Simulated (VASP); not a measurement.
Here is the system:

```
CELL_PARAMETERS angstrom
      0.00000     2.29964     2.29964
      2.29964     0.00000     2.29964
      2.29964     2.29964     0.00000
ATOMIC_POSITIONS crystal
  Hf 0.00000 0.00000 0.00000
  N  0.50000 0.50000 0.50000
```

These are revTPSS meta-GGA, VASP's PBE PAW potentials (set 64) (plane waves; VASP) values and carry that method's errors. Run with 520 eV cut-off, 14×14×14 Γ-centred mesh, first-order Methfessel-Paxton smearing of 0.10 eV, potentials Hf_pv N.

**Question.** Give the stress tensor in GPa (positive for a compressed cell).

**Answer.** 
```
-14.54    0.00    0.00
  0.00  -14.54    0.00
  0.00    0.00  -14.54
```
The pressure is its mean diagonal, -14.54 GPa.

The compound is HfN in the rock salt structure. This cell is one point of a volume scan, at 1.06 of the reference volume. The electron count is odd and the run is not spin-polarised, which forces a metal.
